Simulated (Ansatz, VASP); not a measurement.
## SiHg3Se: VASP beside Ansatz

File INCAR:

```
PREC = Accurate ; ENCUT = 520
EDIFF = 1E-6 ; ISMEAR = 0
SIGMA = 0.05 ; LREAL = F
LASPH = T ; NELM = 60
ALGO = Normal ; ISIF = 2
LWAVE = F ; LCHARG = F
GGA = PE ; NBANDS = 31
```

KPOINTS

```
Automatic mesh
0
Gamma
  4 4 4
```

Contents of POSCAR:

```
SiHg3Se
1.0
    5.4480878814      0.0000000000      0.0000000000
    0.0000000000      5.4480878814      0.0000000000
    0.0000000000      0.0000000000      5.4480878814
Si Se Hg
1 1 3
Direct
    0.0000000000      0.0000000000      0.0000000000
    0.5000000000      0.5000000000      0.5000000000
    0.5000000000      0.5000000000      0.0000000000
    0.5000000000      0.0000000000      0.5000000000
    0.0000000000      0.5000000000      0.5000000000
```

Input for Ansatz:

```yaml
crystal:
  lattice:
    - [5.4480878814, 0.0, 0.0]
    - [0.0, 5.4480878814, 0.0]
    - [0.0, 0.0, 5.4480878814]
  atoms:
    - { symbol: Si, position: [0.0, 0.0, 0.0] }
    - { symbol: Se, position: [0.5, 0.5, 0.5] }
    - { symbol: Hg, position: [0.5, 0.5, 0.0] }
    - { symbol: Hg, position: [0.5, 0.0, 0.5] }
    - { symbol: Hg, position: [0.0, 0.5, 0.5] }
basis:
  ecutwfc: 420
kpoints:
  mp_grid: { grid: [4, 4, 4] }
hamiltonian:
  xc: pbe
scf:
  occupations: { method: gaussian, width: 0.05 }
output:
  forces: true
  stress: true
  eigenvalues: true
```

The cell comes from a database or a generator and needn't be the stable form of this composition.

Alike in both runs: task single point; functional PBE; k mesh 4 × 4 × 4; occupations gaussian, width 0.05 eV; no spin polarisation.

|  | VASP | Ansatz |
| --- | --- | --- |
| version | VASP 6.6.1 | Ansatz 0.2.0 |
| potentials or method | VASP PAW PBE potentials, release 64 (Si, Se, Hg) | scalar-relativistic, plane waves, PAW |
| plane-wave cutoff (eV) | 520 | 420 |
| valence electrons in the cell | 46 | 80 |

|  | VASP | Ansatz | Ansatz less VASP |
| --- | --- | --- | --- |
| gap on the k mesh at the Fermi level (eV) | none | none | - |
| pressure (GPa) | 0.3 | 0.2 | -0.16 |

A gap of «none» marks a metal or a gap that the smearing closes. The two sets of potentials don't hold the same shells in valence.

Spin-orbit coupling is left out, which matters for the levels of Hg.
